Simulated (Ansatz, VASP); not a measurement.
# TmSb: VASP beside Ansatz, part 2 of 3

One calculation is typed for both programs; each brings its own data sets. How far apart do they land? Of the first pair: The cell is a member of a volume series, scaled by 0.96 from a relaxed one, so a pressure remains. Valence electrons are named where the data sets of a main pair hold unlike numbers.

VASP 6.6.1 and Ansatz 0.2.0.

So far: Starting point; VASP: single point, LDA, DFT+U, volume scaled by 0.96.

In doubt: a part-filled 4f shell, where there is one, can sit in one of many states (steps 3, 7), so energies may not be the lowest and differences between runs may mislead; derivatives with an open 4f shell can jump between states (steps 3, 7), which bears on forces and vibrations.

**3. Ansatz: single point, LDA, DFT+U, volume scaled by 0.96**

Level of this step: Ansatz beside VASP: Kohn-Sham DFT, plane waves, LDA, DFT+U (Ansatz).

Ansatz runs on its default PAW (the set named soft_2) files.

The same cell, functional (in two slightly different forms), mesh and smearing now go to Ansatz, which takes its cutoff from its data sets.

Contents of input.yaml:

```yaml
crystal:
  lattice:
    - [0.0, 2.9953627902, 2.9953627902]
    - [2.9953627902, 0.0, 2.9953627902]
    - [2.9953627902, 2.9953627902, 0.0]
  atoms:
    - { symbol: Tm, position: [0.5, 0.5, 0.5], spin: 1.537 }
    - { symbol: Sb, position: [0.0, 0.0, 0.0], spin: 0.025 }
hamiltonian:
  xc: lda
  pseudopotentials: { kind: paw }
  hubbard: { sites: [{ species: Tm, l: f, u_eff: 7.0 }] }
magnetization:
  spin_polarized: true
kpoints:
  mp_grid: { grid: [6, 6, 6] }
scf:
  occupations: { method: gaussian, width: 0.05 }
  n_extra_bands: 6
output:
  forces: true
  stress: true
  eigenvalues: true
```

Started as:

```
$ ansatz run input.yaml --threads 2 --pin off --max-ram 4608MiB --backend cpu --events-out ev --progress --plain --runs-dir out
```

Numbers of over 12 decimals in the logs are rounded to 6 here.

Log:

```text
Tm: projections on atomic orbitals take those of the free atom [Kr 4d10] 4f13 5s2 5p6 5d0 6s2, of charge +0.00 (hamiltonian.pseudopotentials.projection_atoms); the dataset's partial waves leave at most 2.0e-4 of an orbital's norm unspanned inside its sphere
Sb: projections on atomic orbitals take those of the free atom [Kr] 4d10 5s2 5p3, of charge +0.00 (hamiltonian.pseudopotentials.projection_atoms); the dataset's partial waves leave at most 3.6e-6 of an orbital's norm unspanned inside its sphere
scf.n_extra_bands = 6 over 19 filled bands (N_el = 38.0): the run solves 25 bands
Engine: ansatz 0.2.0, aarch64-unknown-linux-gnu
Pseudopotentials: kind: paw
Pseudopotential: Tm, paw, valence charge 23, recommended cutoff 420 eV (normal), Tm.paw.azcp
Pseudopotential: Sb, paw, valence charge 15, recommended cutoff 420 eV (normal), Sb.paw.azcp
Functional definition: SPW92
  exchange = slater_x
  correlation = pw_c
Crystal: 2 atoms, lattice volume = 53.750 Å³
Basis set: ecut = 420 eV, 1067 PW (Γ)
Bands: 26, of which v1, the nominal top of the filled ones, is band 19 counted from 1 (18 counted from 0)
Symmetry: 48 space group operations
Space group: Fm-3m (ITA 225), of the structure as read, at distance tolerance 3.8e-5 Å
Magnetic group: BNS 225.116 (UNI 1618), of the structure as read, at distance tolerance 3.8e-5 Å
k-points: 16 of 216
Non-local potential: Tm, projectors of the file, l = 0: 3, l = 1: 2, l = 2: 2, l = 3: 3
Non-local potential: Sb, projectors of the file, l = 0: 2, l = 1: 2, l = 2: 2, l = 3: 2
PAW form: soft (Blöchl's): semilocal exchange-correlation on the pseudo side does not see the compensation charge
PAW frozen core: Tm, regenerated for the run's functional, and the local potential with it (the file was generated under x = pbe(κ = 0.804, μ = 0.219515), c = pbe(β = 0.066725))
PAW frozen core: Sb, regenerated for the run's functional, and the local potential with it (the file was generated under x = pbe(κ = 0.804, μ = 0.219515), c = pbe(β = 0.066725))
PAW one-centre angular grid: Tm, 590 points (default); XC on 64 Gauss nodes
PAW one-centre angular grid: Sb, 590 points (default); XC on 64 Gauss nodes
Initial density: superposition of atomic densities (chi_scale 0.1, normalization cell, long waves kept (reshape's long-wave potential 0.00 eV rms))
Starting moments: Σ|m| = 0.025 μB on 1 of 2 sites
Initial wavefunctions: pseudopotential atomic-orbital guess
Functional: x = slater, c = lda
SCF iter   1: F=—  HF=-19018.408781 eV  |F-HF|=—  |Δ(HF+E_count)|=         —  Δρ=3.58e-2 (↑3.58e-2 ↓2.02e-2)  dr2=8.12e-1  dr2_m=1.53e-1  M=1.762 μB ∫|m|=1.773 μB  β_m=0.30  ethr=3.10e-3  ⟨swp⟩=5.4  Hψ=3596  notcnv=0
preconditioner: auto → none  [insulator: Δε(μ)=0.140 eV  Ē_g=18.287 eV  σ=0.050 eV  W_gap=0.78  n_scr=14 (ndim 8)  ℏωp=30.4 eV  f_vac=0.000  D(μ)=0.58/eV (n_scr^D=0)  ε∞_Penn≈3.8]
SCF iter   2: F=—  HF=-19018.160122 eV  |F-HF|=—  |Δ(HF+E_count)|=   2.49e-1  Δρ=2.28e-2 (↑2.28e-2 ↓1.20e-2)  dr2=2.49e-1  dr2_m=2.24e-2  M=1.845 μB ∫|m|=1.847 μB  β_m=0.43  ethr=2.14e-3  ⟨swp⟩=2.5  Hψ=1845  notcnv=0
SCF iter   3: F=—  HF=-19018.413656 eV  |F-HF|=—  |Δ(HF+E_count)|=   2.54e-1  Δρ=8.88e-3 (↑7.49e-3 ↓8.88e-3)  dr2=4.56e-2  dr2_m=8.12e-4  M=1.889 μB ∫|m|=1.896 μB  β_m=0.64  ethr=6.56e-4  ⟨swp⟩=2.2  Hψ=1610  notcnv=0
SCF iter   4: F=—  HF=-19018.573085 eV  |F-HF|=—  |Δ(HF+E_count)|=   1.59e-1  Δρ=1.40e-2 (↑5.16e-3 ↓1.40e-2)  dr2=1.26e-1  dr2_m=1.01e-2  M=1.965 μB ∫|m|=1.973 μB  β_m=0.60  ethr=1.20e-4  ⟨swp⟩=2.5  Hψ=1972  notcnv=0
SCF iter   5: F=—  HF=-19018.575632 eV  |F-HF|=—  |Δ(HF+E_count)|=   2.55e-3  Δρ=5.59e-3 (↑2.05e-3 ↓5.59e-3)  dr2=6.54e-3  dr2_m=6.85e-3  M=1.990 μB ∫|m|=2.000 μB  β_m=0.80  ethr=1.20e-4  ⟨swp⟩=3.3  Hψ=2117  notcnv=0
SCF iter   6: F=—  HF=-19018.583062 eV  |F-HF|=—  |Δ(HF+E_count)|=   7.43e-3  Δρ=2.76e-3 (↑3.63e-4 ↓2.76e-3)  dr2=2.82e-3  dr2_m=9.97e-4  M=1.981 μB ∫|m|=1.995 μB  β_m=0.69  ethr=1.72e-5  ⟨swp⟩=2.2  Hψ=1913  notcnv=0
SCF iter   7: F=—  HF=-19018.585603 eV  |F-HF|=—  |Δ(HF+E_count)|=   2.54e-3  Δρ=1.68e-3 (↑1.54e-4 ↓1.68e-3)  dr2=9.63e-4  dr2_m=3.80e-4  M=1.976 μB ∫|m|=1.989 μB  β_m=0.85  ethr=7.43e-6  ⟨swp⟩=2.0  Hψ=1423  notcnv=0
SCF iter   8: F=—  HF=-19018.588446 eV  |F-HF|=—  |Δ(HF+E_count)|=   2.84e-3  Δρ=1.52e-3 (↑1.01e-4 ↓1.52e-3)  dr2=8.66e-4  dr2_m=2.90e-4  M=1.968 μB ∫|m|=1.982 μB  β_m=0.92  ethr=2.53e-6  ⟨swp⟩=2.0  Hψ=1470  notcnv=0
SCF iter   9: F=—  HF=-19017.349827 eV  |F-HF|=—  |Δ(HF+E_count)|=         —  Δρ=1.46e-1 (↑6.94e-2 ↓1.46e-1)  dr2=2.38e0  dr2_m=5.68e0  M=0.576 μB ∫|m|=0.714 μB  β_m=0.92  ethr=2.28e-6  ⟨swp⟩=2.8  Hψ=1636  notcnv=0
Mixer restart at iter 9: flushing history
[...]
Bands: 25, of which v1, the nominal top of the filled ones, is band 19 counted from 1 (18 counted from 0)
Initial density: handed on by an earlier stage of this run
Starting moments: Σ|m| = 0.025 μB on 1 of 2 sites; this step starts from the density that it was given
[...]
iteration 1: the SCF starts in the orbital order of the open f shells that the search before it chose, by its bands or by converging an SCF in each of two, with that order's moments; the next order that was found lies 276 meV higher
preconditioner: auto → none  [insulator: Δε(μ)=0.075 eV  Ē_g=17.071 eV  σ=0.050 eV  W_gap=0.55  n_scr=14 (ndim 8)  ℏωp=30.4 eV  f_vac=0.000  D(μ)=2.27/eV (n_scr^D=14)  ε∞_Penn≈4.2]
[...]
preconditioner: auto → Kerker (q_TF=auto, 2.575 Å⁻¹)  [metal: Δε(μ)=0.026 eV  Ē_g=17.553 eV  σ=0.050 eV  W_gap=0.27  n_scr=14 (ndim 8)  ℏωp=30.4 eV  f_vac=0.000  D(μ)=2.27/eV (n_scr^D=14)]
spin=Collinear: Kerker preconditioning applied to the charge; magnetization (m = ρ↑ − ρ↓) channel mixes plain (no charge-response kernel on spin).
SCF iter   3: F=—  HF=-19018.917049 eV  |F-HF|=—  |Δ(HF+E_count)|=   2.96e-2  Δρ=3.48e-3 (↑1.82e-3 ↓3.48e-3)  dr2=6.56e-3  dr2_m=3.95e-4  M=1.138 μB ∫|m|=1.156 μB  β_m=0.26  ethr=2.63e-6  ⟨swp⟩=4.9  Hψ=2697  notcnv=0  defer=25
SCF iter   4: F=—  HF=-19018.911713 eV  |F-HF|=—  |Δ(HF+E_count)|=   5.34e-3  Δρ=1.22e-3 (↑1.06e-3 ↓1.22e-3)  dr2=4.71e-3  dr2_m=1.01e-5  M=1.131 μB ∫|m|=1.149 μB  β_m=0.50  ethr=2.63e-6  ⟨swp⟩=3.0  Hψ=1938  notcnv=0  defer=47
SCF iter   5: F=—  HF=-19018.910475 eV  |F-HF|=—  |Δ(HF+E_count)|=   1.24e-3  Δρ=1.88e-3 (↑7.27e-4 ↓1.88e-3)  dr2=1.89e-3  dr2_m=1.72e-4  M=1.143 μB ∫|m|=1.160 μB  β_m=0.75  ethr=2.63e-6  ⟨swp⟩=2.4  Hψ=1488  notcnv=0  defer=47
SCF iter   6: F=—  HF=-19018.910623 eV  |F-HF|=—  |Δ(HF+E_count)|=   1.47e-4  Δρ=1.18e-3 (↑5.40e-4 ↓1.18e-3)  dr2=9.46e-4  dr2_m=5.53e-5  M=1.143 μB ∫|m|=1.161 μB  β_m=0.87  ethr=2.63e-6  ⟨swp⟩=2.0  Hψ=1222  notcnv=0  defer=47
SCF iter   7: F=—  HF=-19018.910515 eV  |F-HF|=—  |Δ(HF+E_count)|=   1.08e-4  Δρ=1.26e-4 (↑3.88e-5 ↓1.26e-4)  dr2=1.57e-5  dr2_m=1.77e-6  M=1.142 μB ∫|m|=1.160 μB  β_m=0.94  ethr=2.49e-6  ⟨swp⟩=2.1  Hψ=1213  notcnv=0  defer=47
SCF iter   8: F=—  HF=-19018.910515 eV  |F-HF|=—  |Δ(HF+E_count)|=   8.29e-8  Δρ=1.21e-4 (↑4.83e-5 ↓1.21e-4)  dr2=1.46e-5  dr2_m=7.23e-7  M=1.143 μB ∫|m|=1.161 μB  β_m=0.97  ethr=4.12e-8  ⟨swp⟩=2.2  Hψ=1347  notcnv=0  defer=47
SCF iter   9: F=—  HF=-19018.910512 eV  |F-HF|=—  |Δ(HF+E_count)|=   2.23e-6  Δρ=3.32e-5 (↑1.71e-5 ↓3.32e-5)  dr2=1.21e-6  dr2_m=3.66e-8  M=1.144 μB ∫|m|=1.161 μB  β_m=0.98  ethr=3.84e-8  ⟨swp⟩=1.5  Hψ=836  notcnv=0  defer=47
iter 10 met the thresholds in force, and the SCF goes on: an eigenvalue changes by 0.93 meV, over its tolerance of 0.50 meV (output.eigenvalues, Limitations)
SCF iter  10: F=-19018.910512 eV  HF=-19018.910512 eV  |F-HF|=3.04e-8  |Δ(HF+E_count)|=   4.82e-8  Δρ=4.08e-6 (↑4.08e-6 ↓2.95e-6)  dr2=3.49e-8  dr2_m=4.12e-10  M=1.144 μB ∫|m|=1.162 μB  β_m=0.99  ethr=2.63e-10  ⟨swp⟩=10.1  Hψ=4818  notcnv=0
SCF iter  11: F=-19018.910512 eV  HF=-19018.910512 eV  |F-HF|=1.35e-10  |Δ(HF+E_count)|=   6.52e-9  Δρ=7.27e-7 (↑7.27e-7 ↓6.11e-7)  dr2=6.75e-10  dr2_m=1.31e-11  M=1.144 μB ∫|m|=1.162 μB  ethr=9.18e-11  ⟨swp⟩=3.2  Hψ=3015  notcnv=0
SCF 1 converged in 11 iterations: F = -19018.910512 eV  dr2 = 6.75e-10
  greatest PAW one-centre occupation: 0.998 electrons in one spin orbital (limit 2), on the Tm atom at site 0 (counted from 0), in its partial waves of l = 0
SCF converged after 27 iterations (16 of them in the search for the orbital order of the open f shells)
an eigenvalue changed by more than its tolerance at an iteration that met the thresholds in force, so the SCF went on 1 time: the last check found none over its tolerance
Magnetization: 1.1441 μB (19.5721 up, 18.4279 down)
Absolute magnetization: 1.1492 μB (∫|ρ↑−ρ↓|, with the PAW one-centre terms)
Spin contamination: 0.0058 ħ² per cell (⟨S²⟩ above its minimum at these occupations)
Per-site moments (μB) at R_I (Å): [(1.073458, 1.235587), (0.029660, 1.235587)]
Free energy (F): -19018.910512 eV
Harris-Foulkes:  -19018.910512 eV  (|F-HF|=1.35e-10)
Internal energy: -19018.908127 eV  (E = F + TS)
E sigma→0 (E₀):  -19018.909320 eV
Entropy (-TS):   -0.002385 eV (-1.193 meV/atom)
Fermi energy:    11.284667 eV
--- Per-component energies (eV) ---
  E_band       = -118.759154
  E_kinetic    = 565.429807
  E_local      = -7615.340716  (includes V_loc(G=0)·N_el)
  E_nonlocal   = 1887.306051
  E_hartree    = 3279.245615
  E_xc         = -303.600078
  E_vxc        = -293.835759  (∫ρ·V_xc dr)
  E_hubbard    = 0.450054  (on-site DFT+U / exact-exchange correction)
  E_vhub       = -44.143880  (the Hubbard potential's part of the band-sum identity)
  E_paw        = -11776.608837  (= ΣΔE_a)
  E_vpaw       = -1176.666796  (= ΣTr[D̂ρ^β])
  E_aug_tail   = -0.000015  (compensation charges beyond the density's cutoff)
  E_ewald      = -5058.376606
  E_core_change = 2.586597  (= ΣΔE_core)
  E_smearing   = -0.002385  (= −TS)
  E_closure    = 0.000000  (closes the sum)
  Σ components = -19018.910512   (vs F -19018.910512, Δ=0.00e0)
--- Forces (eV/Å), atoms counted from 1 ---
  atom   1  Tm     0.00000000    -0.00000000    -0.00000000
  atom   2  Sb    -0.00000000     0.00000000    -0.00000000
  max |Σ_I F_I| component: 5.04e-29 eV/Å
--- Stress (GPa, compression-positive) ---
        3.678700       0.000000      -0.000000
        0.000000       3.678700       0.000000
       -0.000000      -0.000000       3.678700
  P = ⅓ Tr σ = 3.6787 GPa (36.787 kbar)
--- Band table (eV; the first three rows and the last of 32) ---
  k-point 0 ↑: bands = [... 15 lower, 9.2510, 9.2510, 13.2118, 13.2118, 13.2118, 14.1253, 14.1253, 14.1253, ... 2 higher]
  k-point 1 ↑: bands = [... 15 lower, 9.2378, 9.2520, 11.1698, 12.0680, 12.0680, 14.5821, 14.6637, 14.6637, ... 2 higher]
  k-point 2 ↑: bands = [... 15 lower, 9.3237, 9.3237, 9.5791, 10.9294, 10.9294, 15.0231, 15.7641, 15.7641, ... 2 higher]
  k-point 15 ↓: bands = [... 15 lower, 10.1649, 10.1854, 10.4268, 10.5820, 14.3212, 15.8454, 16.8835, 16.9271, ... 2 higher]
Occupation matrices written to <dir>
```

The job ended after 30 s (2 threads of Arm Neoverse V2, shared host; peak memory 0.38 GiB).

The run ends at a pressure of 3.68 GPa.

**4. Differences**

Known differences besides the potentials themselves: U acts on the PAW sphere in VASP and on atomic orbitals in Ansatz, so only states and trends compare; the two LDA forms differ slightly; the data sets hold 38 valence electrons in Ansatz (on its default PAW (the set named soft_2) files) and 28 in VASP; the cutoff is 420 eV in Ansatz and 450 eV in VASP; Ansatz makes its cores anew for this functional, VASP keeps those of its PBE data sets; VASP's log shows a relativistic correction to its local exchange, Ansatz's none; site moments are counted in spheres of each program's own size. Total energies have different zeros and are not compared.

Compared:

```csv
quantity,Ansatz,VASP,difference
pressure (GPa),3.68,2.40,+1.28
pressure without Ansatz's Pulay correction (GPa),3.61,2.40,+1.22
total moment (μB),1.14,1.64,-0.49
moment on Tm1 (μB),1.07,1.55,-0.47
```

VASP's last cycles still show a density residual of 9e-03, so its state may not be settled. By their total or site moments the two runs ended in different magnetic states; the other differences may follow from that, so they don't measure the programs' precision. Ansatz's pressure holds a Pulay correction of 0.06 GPa; VASP's holds none.

**5. What the set-up changes**

Further runs change the set-up of one program: Ansatz's method, potentials or start, or VASP's data sets, cutoff or form of LDA. The table gives Ansatz less VASP for each quantity, since a change that brings one quantity closer may part another.

```csv
run,pressure (GPa),total moment (μB),pressure without Ansatz's Pulay correction (GPa)
as above,1.3,-0.49,1.2
"a start from the moments at which VASP ended, with Ansatz's search for lower states switched off",1.3,-0.49,1.2
cores kept as stored,1.3,-0.49,1.2
```

**6. VASP: single point, LDA, DFT+U**

A single point gives forces, pressure and levels at one fixed geometry, so differences don't come from the geometry; what else differs is listed under the comparison. The cell compared in this pair holds 55.99 Å³, against 53.75 Å³ for the pair before.

Contents of INCAR:

```
SYSTEM = TmSb
PREC = Accurate
ENCUT = 450
EDIFF = 1E-06
NELM = 150
ISMEAR = 0
SIGMA = 0.05
LREAL = .FALSE.
ALGO = Normal
GGA = CA
NBANDS = 21
ISPIN = 2
MAGMOM = 1.537 0.025
LDAU = .TRUE.
LDAUTYPE = 2
LDAUL = 3 -1
LDAUU = 7 0
LDAUJ = 0 0
LDAUPRINT = 1
LASPH = .TRUE.
LMAXMIX = 6
AMIX = 0.2
BMIX = 1E-04
AMIX_MAG = 0.8
BMIX_MAG = 1E-04
LORBIT = 11
LWAVE = .FALSE.
LCHARG = .FALSE.
KPAR = 2
ISIF = 2
```

Contents of POSCAR:

```
TmSb
1.0
    0.0000000000      3.0364002567      3.0364002567
    3.0364002567      0.0000000000      3.0364002567
    3.0364002567      3.0364002567      0.0000000000
Tm Sb
1 1
Direct
    0.5000000000      0.5000000000      0.5000000000
    0.0000000000      0.0000000000      0.0000000000
```

Contents of KPOINTS:

```
Automatic mesh
0
Gamma
6 6 6
0 0 0
```

Potentials, in the order of the species: Tm and Sb (PBE family, release 64).

Started as:

```
$ mpirun -np 2 vasp_std
```

Log:

```text
[banner, memory and clock lines left out]
running    2 mpi-ranks, on    1 nodes
[...]
[... a notice as in an earlier step ...]

 LDA part: xc-table for (Slater(with rela. corr.)+CA(PZ))
 , standard interpolation
 POSCAR, INCAR and KPOINTS ok, starting setup
[...]
entering main loop
       N       E                     dE             d eps       ncg     rms          rms(c)
DAV:   1     0.162316650016E+03    0.16232E+03   -0.88197E+03  1833   0.662E+03
DAV:   2     0.210551067154E+02   -0.14126E+03   -0.13589E+03  1722   0.749E+02
DAV:   3    -0.302699371158E+01   -0.24082E+02   -0.23668E+02  1923   0.135E+02
DAV:   4    -0.740363157954E+01   -0.43766E+01   -0.43395E+01  2638   0.470E+01
[...]
DAV:  33    -0.823178304463E+01   -0.70775E-05   -0.27155E-05  2007   0.896E-02    0.284E-01
DAV:  34    -0.823178806284E+01   -0.50182E-05   -0.11437E-05  1703   0.137E-01    0.119E-01
DAV:  35    -0.823178820906E+01   -0.14622E-06   -0.31251E-06  1627   0.368E-02
   1 F= -.82317882E+01 E0= -.82185394E+01  d E =-.264975E-01  mag=     1.6404
```

Parts of OUTCAR (step 6):

```text
  Total        0.0505555      0.0505555      0.0505555     -0.0000000      0.0000000     -0.0000000
  in kB        1.4466790      1.4466790      1.4466790     -0.0000000      0.0000000     -0.0000000
  external PRESSURE =       1.4466790 kB  Pullay stress =       0.0000000 kB

 POSITION                                       TOTAL-FORCE (eV/Angst)
 -----------------------------------------------------------------------------------
      3.03640      3.03640      3.03640        -0.000000     -0.000000     -0.000000
      0.00000      0.00000      0.00000         0.000000      0.000000      0.000000
 -----------------------------------------------------------------------------------
    total drift:                                0.000000     -0.000000      0.000000

  FREE ENERGIE OF THE ION-ELECTRON SYSTEM (eV)
  ---------------------------------------------------
  free  energy   TOTEN  =        -8.2317882091 eV

  energy  without entropy=       -8.2052906726  energy(sigma->0) =       -8.21853944

 magnetization (x)
# of ion       s       p       d       f       tot
--------------------------------------------------
    1        0.003  -0.010   0.026   1.519   1.538
    2        0.000   0.024   0.001   0.000   0.025
--------------------------------------------------
tot          0.003   0.014   0.027   1.519   1.563

[... 1 part as in an earlier step ...]

[... 2 further parts left out ...]
[key lines of the parts left out:]
E-fermi :   4.0178
```

The run ends at a pressure of 0.14 GPa.

**7. Ansatz: single point, LDA, DFT+U**

The same cell, functional (in two slightly different forms), mesh and smearing now go to Ansatz, which takes its cutoff from its data sets.

The cell is the relaxed one of a volume series.

Changes to input.yaml since step 3:

```diff
@@ -2,5 +2,5 @@
   lattice:
-    - [0.0, 2.9953627902, 2.9953627902]
-    - [2.9953627902, 0.0, 2.9953627902]
-    - [2.9953627902, 2.9953627902, 0.0]
+    - [0.0, 3.0364002567, 3.0364002567]
+    - [3.0364002567, 0.0, 3.0364002567]
+    - [3.0364002567, 3.0364002567, 0.0]
   atoms:
```

Started as:

```
$ ansatz run input.yaml --threads 2 --pin off --max-ram 4608MiB --backend cpu --events-out ev --progress --plain --runs-dir out
```

Log:

```text
[...]
Crystal: 2 atoms, lattice volume = 55.990 Å³
Basis set: ecut = 420 eV, 1067 PW (Γ)
Bands: 26, of which v1, the nominal top of the filled ones, is band 19 counted from 1 (18 counted from 0)
Symmetry: 48 space group operations
[...]
k-points: 16 of 216
[...]
Starting moments: Σ|m| = 0.025 μB on 1 of 2 sites
[...]
k-point 1 ↑: bands = [... 15 lower, 8.6426, 8.6426, 10.5261, 11.4351, 11.4351, 13.9329, 14.0691, 14.0691, ... 2 higher]
  k-point 2 ↑: bands = [... 15 lower, 8.7242, 8.7242, 8.9681, 10.3581, 10.3581, 14.3508, 15.1307, 15.1307, ... 2 higher]
  k-point 15 ↓: bands = [... 15 lower, 9.5579, 9.5792, 9.8497, 9.9682, 13.7092, 15.0925, 16.2042, 16.3203, ... 2 higher]
Occupation matrices written to <dir>
[key lines of the parts left out:]
SCF converged after 40 iterations (28 of them in the search for the orbital order of the open f shells)
Magnetization: 1.1756 μB (19.5878 up, 18.4122 down)
Free energy (F): -19018.945659 eV
Fermi energy:    10.672173 eV
P = ⅓ Tr σ = 1.4212 GPa (14.212 kbar)
```

It took 54 s on 2 threads; peak memory 0.38 GiB; 98 s of CPU time.

The run ends at a pressure of 1.42 GPa.

**8. Side by side**

What differs besides the data sets and the points named for the pairs above, as far as they apply: the data sets hold 38 valence electrons in Ansatz (on its default PAW (the set named soft_2) files) and 28 in VASP. Total energies have different zeros and are not compared.

Compared:

```csv
quantity,Ansatz,VASP,difference
pressure (GPa),1.42,0.14,+1.28
pressure without Ansatz's Pulay correction (GPa),1.36,0.14,+1.21
total moment (μB),1.18,1.64,-0.46
moment on Tm1 (μB),1.08,1.54,-0.46
```

VASP's last cycles still show a density residual of 1e-02, so its state may not be settled. By their total or site moments the two runs ended in different magnetic states; the other differences may follow from that, so they don't measure the programs' precision. Ansatz's pressure holds a Pulay correction of 0.06 GPa; VASP's holds none.

**9. Further runs**

Further runs change the set-up of one program: Ansatz's method, potentials or start, or VASP's data sets, cutoff or form of LDA. The table gives Ansatz less VASP for each quantity, since a change that brings one quantity closer may part another.

```csv
run,pressure (GPa),total moment (μB),pressure without Ansatz's Pulay correction (GPa)
as above,1.3,-0.46,1.2
"a start from the moments at which VASP ended, with Ansatz's search for lower states switched off",1.3,-0.46,1.2
cores kept as stored,1.3,-0.46,1.2
```

(Part 2 of 3 ends here.)

[Lines on the potential files, build, host, timing and source positions are cut from VASP's logs without a mark.]

[Logs are printed without paths, hosts, clocks, repeated set-up lines and the standing remarks that a program may print on its own settings, such as how far it seeks lower states.]

[Hosts, paths, dates, database ids (printed as entryN), source tags and the programs' standing remarks are cut or masked in the printed files.]
